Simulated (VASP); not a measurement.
OSZICAR of a VASP run on NaF (rock salt):

### OSZICAR
```
       N       E                     dE             d eps       ncg     rms          rms(c)
DAV:   1     0.121848337013E+03    0.12185E+03   -0.91160E+03  1052   0.181E+03
DAV:   2    -0.889170401221E+01   -0.13074E+03   -0.12152E+03  1116   0.424E+02
DAV:   3    -0.159470964064E+02   -0.70554E+01   -0.70318E+01  1181   0.967E+01
DAV:   4    -0.160273335244E+02   -0.80237E-01   -0.80222E-01  1145   0.107E+01
DAV:   5    -0.160282222956E+02   -0.88877E-03   -0.88875E-03  1181   0.117E+00    0.484E+00
DAV:   6    -0.126683915423E+02    0.33598E+01   -0.13578E+00  1399   0.188E+01    0.166E+00
DAV:   7    -0.127170831255E+02   -0.48692E-01   -0.11550E+00  1034   0.146E+01    0.183E+00
DAV:   8    -0.126329359025E+02    0.84147E-01   -0.40631E-01  1034   0.977E+00    0.724E-01
DAV:   9    -0.123654523411E+02    0.26748E+00   -0.18529E-01  1034   0.543E+00    0.959E-01
DAV:  10    -0.125776377132E+02   -0.21219E+00   -0.21712E-01  1034   0.570E+00    0.177E-01
DAV:  11    -0.125771844090E+02    0.45330E-03   -0.42117E-03  1172   0.812E-01    0.204E-01
DAV:  12    -0.125767100039E+02    0.47441E-03   -0.36585E-03  1043   0.925E-01    0.345E-02
DAV:  13    -0.125768298269E+02   -0.11982E-03   -0.41047E-04  1179   0.256E-01    0.451E-02
DAV:  14    -0.125767506145E+02    0.79212E-04   -0.11992E-04  1043   0.145E-01    0.178E-02
DAV:  15    -0.125767964910E+02   -0.45877E-04   -0.88443E-06  1067   0.480E-02    0.151E-02
DAV:  16    -0.125768115851E+02   -0.15094E-04   -0.15523E-05  1055   0.648E-02    0.153E-02
DAV:  17    -0.125768192910E+02   -0.77059E-05   -0.14981E-06  1157   0.186E-02    0.106E-02
DAV:  18    -0.125768279921E+02   -0.87011E-05   -0.16085E-06  1043   0.163E-02    0.479E-03
DAV:  19    -0.125768306934E+02   -0.27013E-05   -0.24749E-07  1121   0.575E-03    0.262E-03
DAV:  20    -0.125768330746E+02   -0.23812E-05   -0.23864E-08   944   0.240E-03    0.138E-03
DAV:  21    -0.125768353826E+02   -0.23080E-05   -0.50993E-08   553   0.233E-03    0.514E-05
DAV:  22    -0.125768355735E+02   -0.19084E-06   -0.26550E-09   544   0.775E-04    0.127E-04
DAV:  23    -0.125768355455E+02    0.27926E-07   -0.27961E-10   544   0.281E-04
   1 F= -.11885748E+02 E0= -.11885748E+02  d E =-.118857E+02
```

Which electronic solver shows in the log?

It is blocked Davidson (ALGO = Normal, or the opening steps of other solvers). The INCAR had ALGO = Normal.

Can the final energy be trusted as converged?

Self-consistency was reached. It stopped with EDIFF = 1E-7, NELM = 100, NSW = 40 and EDIFFG = -0.01 after 1 ionic step (r2SCAN meta-GGA, plane waves, VASP's PBE PAW potentials (set 64)).

The compound is NaF in the rock salt structure. It was relaxed first under an external pressure of 5 GPa.
